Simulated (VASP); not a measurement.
These are PBE GGA with D3 dispersion (zero damping), VASP's PBE PAW potentials (set 64) (plane waves; VASP) values and carry that method's errors.

VASP input:

KPOINTS:
```
Automatic mesh
0
Gamma
18 18 18
0 0 0
```

### INCAR
```
SYSTEM = W
PREC = Accurate
ENCUT = 520
EDIFF = 1E-7
NELM = 100
ALGO = Normal
LREAL = .FALSE.
LASPH = .TRUE.
ISMEAR = -5
GGA = PE
IVDW = 11
LMAXMIX = 6
LWAVE = .FALSE.
LCHARG = .TRUE.
LORBIT = 11
NEDOS = 601
ISIF = 2
```

File POSCAR:
```
W
1.5803650
 -1.0000000154   1.0000000154   1.0000000154
  1.0000000154  -1.0000000154   1.0000000154
  1.0000000154   1.0000000154  -1.0000000154
W
1
Cartesian
  0.0000000000   0.0000000000   0.0000000000
```

POTCAR, in this order: W_sv (PBE.64 set). Program: vasp_std.

The run wrote:

File OUTCAR:
```
 ion  position               nearest neighbor table
   1  0.000  0.000  0.000-
  LATTYP: Found a body centered cubic cell.
 ALAT       =     3.1607300488
 Subroutine PRICEL returns:
 Original cell was already a primitive cell.
 Subroutine GETGRP returns: Found 48 space group operations
The static configuration has the point symmetry O_h .
The dynamic configuration has the point symmetry O_h .
 Subroutine INISYM returns: Found 48 space group operations
 Subroutine IBZKPT returns following result:
 Found    195 irreducible k-points:

 Following reciprocal coordinates:
            Coordinates               Weight
  0.000000  0.000000  0.000000      1.000000
  0.055556  0.000000  0.000000     12.000000
  0.111111  0.000000  0.000000     12.000000
  0.166667  0.000000  0.000000     12.000000
  0.222222  0.000000  0.000000     12.000000
  0.277778  0.000000  0.000000     12.000000
  0.333333  0.000000  0.000000     12.000000
  0.388889  0.000000  0.000000     12.000000
  0.444444  0.000000  0.000000     12.000000
  0.500000  0.000000  0.000000      6.000000
  0.055556  0.055556  0.000000     24.000000
  0.111111  0.055556  0.000000     48.000000
  0.166667  0.055556  0.000000     48.000000
  0.222222  0.055556  0.000000     48.000000
  0.277778  0.055556  0.000000     48.000000
  0.333333  0.055556  0.000000     48.000000
  0.388889  0.055556 -0.000000     48.000000
  0.444444  0.055556  0.000000     48.000000
  0.111111  0.111111  0.000000     24.000000
  0.166667  0.111111  0.000000     48.000000
  0.222222  0.111111  0.000000     48.000000
  0.277778  0.111111 -0.000000     48.000000
  0.333333  0.111111 -0.000000     48.000000
  0.388889  0.111111  0.000000     48.000000
  0.444444  0.111111  0.000000     24.000000
...
```

OSZICAR:
```
       N       E                     dE             d eps       ncg     rms          rms(c)
DAV:   1     0.765969741382E+02    0.76597E+02   -0.78818E+03  4306   0.145E+03
DAV:   2    -0.120295913144E+02   -0.88627E+02   -0.86006E+02  4632   0.334E+02
DAV:   3    -0.135535439351E+02   -0.15240E+01   -0.15112E+01  4952   0.433E+01
DAV:   4    -0.135612708786E+02   -0.77269E-02   -0.77277E-02  4641   0.336E+00
DAV:   5    -0.135613342598E+02   -0.63381E-04   -0.63387E-04  4824   0.307E-01    0.211E+01
DAV:   6    -0.130778837264E+02    0.48345E+00   -0.56313E-01  4575   0.101E+01    0.849E+00
DAV:   7    -0.129500051913E+02    0.12788E+00   -0.30913E-01  4740   0.701E+00    0.641E-01
DAV:   8    -0.129459440856E+02    0.40611E-02   -0.38216E-03  4413   0.936E-01    0.825E-02
DAV:   9    -0.129459634617E+02   -0.19376E-04   -0.12460E-04  4894   0.147E-01    0.479E-02
DAV:  10    -0.129459656453E+02   -0.21836E-05   -0.16477E-05  4632   0.591E-02    0.781E-03
DAV:  11    -0.129459668929E+02   -0.12475E-05   -0.19034E-07  4166   0.599E-03    0.649E-04
DAV:  12    -0.129459662344E+02    0.65849E-06   -0.75626E-09  2418   0.117E-03    0.104E-04
DAV:  13    -0.129459662152E+02    0.19210E-07   -0.80090E-10  2259   0.427E-04
   1 F= -.13568538E+02 E0= -.13568538E+02  d E =0.000000E+00
```

File OUTCAR:
```
------------------------ aborting loop because EDIFF is reached ----------------------------------------
 Edisp (eV)   -0.62257
  FORCE on cell =-STRESS in cart. coord.  units (eV):
  Direction    XX          YY          ZZ          XY          YZ          ZX
  --------------------------------------------------------------------------------------
  Total       0.00185     0.00185     0.00185    -0.00000     0.00000    -0.00000
  in kB       0.18759     0.18759     0.18759    -0.00000     0.00000    -0.00000
  external pressure =        0.19 kB  Pullay stress =        0.00 kB
  volume of cell :       15.79
      direct lattice vectors                 reciprocal lattice vectors
    -1.580365024  1.580365024  1.580365024     0.000000000  0.316382603  0.316382603
     1.580365024 -1.580365024  1.580365024     0.316382603  0.000000000  0.316382603
     1.580365024  1.580365024 -1.580365024     0.316382603  0.316382603  0.000000000
 POSITION                                       TOTAL-FORCE (eV/Angst)
 -----------------------------------------------------------------------------------
      0.00000      0.00000      0.00000         0.000000      0.000000      0.000000
 -----------------------------------------------------------------------------------
    total drift:                                0.000000     -0.000000      0.000000
  FREE ENERGIE OF THE ION-ELECTRON SYSTEM (eV)
  ---------------------------------------------------
  free  energy   TOTEN  =       -13.5685381934 eV

  energy  without entropy=      -13.5685381934  energy(sigma->0) =      -13.56853819

 total charge

# of ion       s       p       d       tot
------------------------------------------
    1        2.403   6.349   3.353  12.105
```
(Selected blocks of OUTCAR.)

OUTCAR:
```
 val. band max:       11.7111099660   @ k =   0.4444   0.0556   0.0556

 cond. band min:      11.4706095915   @ k =  -0.1667   0.1667   0.1667


 Fermi energy:        11.5331223296

 k-point     1 :       0.0000    0.0000    0.0000
  band No.  band energies     occupation
      1     -62.6851      2.00000
      2     -26.2402      2.00000
      3     -26.2402      2.00000
      4     -26.2402      2.00000
      5       1.8427      2.00000
      6      10.2622      2.00000
      7      10.2622      2.00000
      8      10.2622      2.00000
      9      13.7697      0.00000
     10      13.7697      0.00000
     11      26.0289      0.00000

 k-point     2 :       0.0556    0.0000    0.0000
  band No.  band energies     occupation
      1     -62.6811      2.00000
      2     -26.2828      2.00000
      3     -26.2535      2.00000
      4     -26.2404      2.00000
      5       1.9934      2.00000
      6      10.1699      2.00000
      7      10.2418      2.00000
      8      10.4075      2.00000
      9      13.6199      0.00000
     10      13.7703      0.00000
     11      26.1590      0.00000

 k-point     3 :       0.1111    0.0000    0.0000
  band No.  band energies     occupation
      1     -62.6693      2.00000
      2     -26.4043      2.00000
      3     -26.2915      2.00000
      4     -26.2410      2.00000
      5       2.4286      2.00000
      6       9.9150      2.00000
      7      10.1529      2.00000
      8      10.8383      2.04018
      9      13.2998      0.00000
     10      13.7795      0.00000
     11      26.4864      0.00000

 k-point     4 :       0.1667    0.0000    0.0000
  band No.  band energies     occupation
      1     -62.6512      2.00000
      2     -26.5868      2.00000
      3     -26.3493      2.00000
      4     -26.2420      2.00000
      5       3.0934      2.00000
      6       9.5517      2.00000
      7       9.9526      2.00000
      8      11.5402      0.83225
      9      13.0656      0.00000
...
```

For a metal the tetrahedron method with Blöchl corrections gives inexact stress and forces. Unless said otherwise, spin-orbit coupling is left out, though it shifts the bands of the heavy elements here.

The compound is W in the bcc structure. It was relaxed first.
